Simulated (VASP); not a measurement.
The system is SrMg3O4.

```xyz
8
Lattice="3.3015 0.0000 0.0000 0.0000 3.3015 0.0000 0.0000 0.0000 8.9796" Properties=species:S:1:pos:R:3 pbc="T T T"
Sr    0.0000    0.0000    0.0000
Mg    1.6507    1.6507    2.4456
Mg    0.0000    0.0000    4.4898
Mg    1.6507    1.6507    6.5340
O     1.6507    1.6507    4.4898
O     0.0000    0.0000    6.5104
O     1.6507    1.6507    0.0000
O     0.0000    0.0000    2.4692
```

The cell comes from a database or a generator and needn't be the stable form of this composition.

```yaml
Program: VASP 6.6.1
Task: single point
Functional: PBE
Potentials_or_basis: VASP PAW PBE potentials, release 64 (Sr_sv, Mg, O)
Cutoff: 520 eV
k_mesh: 8 × 8 × 3
Occupations: fermi-dirac, width 0.05 eV
Spin: no spin polarisation
```

On this cell: pressure -0.7 GPa; largest force 0.106 eV/Å; band gap on the k mesh 2.14 eV, indirect (least direct gap 2.33 eV).

The same run follows on a disturbed copy (atoms moved at random, drawn with an rms of 0.05 Å):

```
Sr Mg O
1.0
     3.30150    0.00000    0.00000
     0.00000    3.30150    0.00000
     0.00000    0.00000    8.97961
Sr Mg O
1 3 4
Direct
  0.99722 0.98867 0.00095
  0.51080 0.50914 0.27508
  0.00871 0.00336 0.50069
  0.48285 0.49302 0.72698
  0.51406 0.49958 0.50081
  0.01544 0.00219 0.72588
  0.50506 0.49001 0.00190
  0.99853 0.00616 0.27335
```

Q: What does the disturbed cell give?

A: The energy moves by +2.5 meV/atom; pressure -0.4 GPa; largest force 0.547 eV/Å; band gap on the k mesh 1.99 eV, indirect (least direct gap 2.18 eV).

Forces on the atoms (eV/Å):
```
Sr   0.247  0.111 -0.051
Mg   0.010 -0.103 -0.228
Mg  -0.103  0.006 -0.082
Mg   0.074  0.000  0.097
O   -0.105  0.031 -0.005
O    0.085  0.001 -0.233
O   -0.261  0.039 -0.036
O    0.054 -0.085  0.537
```

Stress tensor (GPa, compression positive):
```
-0.27  0.10 -0.27
 0.10 -0.33  0.06
-0.27  0.06 -0.60
```

Caveats: an odd mesh through Γ misses points on the zone boundary, where band edges often lie.
